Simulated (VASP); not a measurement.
Given:

```xyz
1
Lattice="-1.4863 1.4863 1.4863 1.4863 -1.4863 1.4863 1.4863 1.4863 -1.4863" Properties=species:S:1:pos:R:3 pbc="T T T"
V      0.0000     0.0000     0.0000
```

The numbers are results of revTPSS meta-GGA, VASP's PBE PAW potentials (set 64) (plane waves; VASP), not measurements. Numerical set-up: 520 eV cut-off, 17×17×17 Γ-centred mesh, first-order Methfessel-Paxton smearing of 0.10 eV, potentials V_sv.

**Question.** Give the energy at these volumes per atom, relative to the lowest: 12.25, 12.65, 13.04, 13.43, 13.82 Å³.

**Answer.** 39.5, 11.3, 0.0, 3.5, 19.9 meV/atom. A third-order Birch-Murnaghan fit gives B0 = 196 GPa and B0′ = 3.6.

Measured: bulk modulus 161 GPa at 0 K (computed value off by +21.8 %), as given by H. Levämäki et al., Physical Review B (2014), arXiv:1402.3671 [corrected for temperature and zero-point phonon effects]; a 3.021 Å at 0 K (computed value off by -1.6 %), as given by Daniel Mejia-Rodriguez et al., Physical Review B (2018), arXiv:1807.09216 [static lattice: zero-point anharmonic expansion removed].

The compound is V in the bcc structure. It was relaxed first, which changed the volume by -6 %. The run is not spin-polarised, so no magnetic state was tried.
